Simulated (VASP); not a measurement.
Consider the following.

```yaml
crystal:
  lattice:
    - [0.00000, 2.43039, 2.43039]
    - [2.43039, 0.00000, 2.43039]
    - [2.43039, 2.43039, 0.00000]
  atoms:
    - { symbol: Be, position: [0.00000, 0.00000, 0.00000] }
    - { symbol: S, position: [0.25000, 0.25000, 0.25000] }
```

The numbers are results of rev-vdW-DF2, VASP's PBE PAW potentials (set 64) (plane waves; VASP), not measurements. Run with 520 eV cut-off, Gaussian smearing of 0.050 eV, potentials Be S.

Task: Give the energies of bands 2 to 7 at the high-symmetry points, in eV from the valence-band maximum.

Result: 
| band | Γ | X | U | L | W |
|---|---|---|---|---|---|
| 2 | 0.00 | -4.97 | -4.50 | -5.74 | -4.20 |
| 3 | 0.00 | -2.61 | -4.06 | -1.02 | -3.83 |
| 4 | 0.00 | -2.61 | -2.16 | -1.02 | -3.31 |
| 5 | 5.71 | 3.11 | 4.37 | 5.48 | 6.44 |
| 6 | 5.71 | 4.94 | 7.51 | 6.59 | 8.09 |
| 7 | 5.71 | 12.77 | 10.57 | 6.59 | 8.44 |

The gap is indirect, 3.11 eV, from the valence maximum at Γ to the conduction minimum at X.

The compound is BeS in the zinc blende structure. It was relaxed first.
